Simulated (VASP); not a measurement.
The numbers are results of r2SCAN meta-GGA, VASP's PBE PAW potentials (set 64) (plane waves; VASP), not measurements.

Input for VASP

### POSCAR
```
RbMgF3
1
    4.0569300000     0.0000000000     0.0000000000
    0.0000000000     4.0569300000     0.0000000000
    0.0000000000     0.0000000000     4.0569300000
Rb Mg F
1 1 3
Direct
  0.0000000000   0.0000000000   0.0000000000
  0.5000000000   0.5000000000   0.5000000000
  0.0000000000   0.5000000000   0.5000000000
  0.5000000000   0.0000000000   0.5000000000
  0.5000000000   0.5000000000   0.0000000000
```

File KPOINTS:
```
Automatic mesh
0
Gamma
5 5 5
0 0 0
```

**INCAR**
```
SYSTEM = RbMgF3
PREC = Accurate
ENCUT = 520
EDIFF = 1E-6
NELM = 100
ALGO = Normal
LREAL = .FALSE.
LASPH = .TRUE.
ISMEAR = 0
SIGMA = 0.05
METAGGA = R2SCAN
LMIXTAU = .TRUE.
LMAXMIX = 4
LWAVE = .FALSE.
LCHARG = .FALSE.
IBRION = 2
ISIF = 3
NSW = 60
EDIFFG = -0.02
```

POTCAR, in this order: Rb_sv Mg F (PBE.64 set). Program: vasp_std.

Question: What will the output report for the number of irreducible k-points (NKPTS), number of bands (NBANDS), largest plane-wave count, number of space-group operations, FFT grid (NGX, NGY, NGZ)?

Answer: 
```
Property                                      Result
--------------------------------------  ------------
number of irreducible k-points (NKPTS)            10
number of bands (NBANDS)                          20
largest plane-wave count                        1815
number of space-group operations                  48
FFT grid (NGX, NGY, NGZ)                30 × 30 × 30
```

The structure comes from a computed database's RbMgF3 entry (Pm-3m); how it stands against other phases isn't given here. This run relaxes it. Symmetry was kept, so distortions that lower it aren't found. The start is the result of an earlier pass.
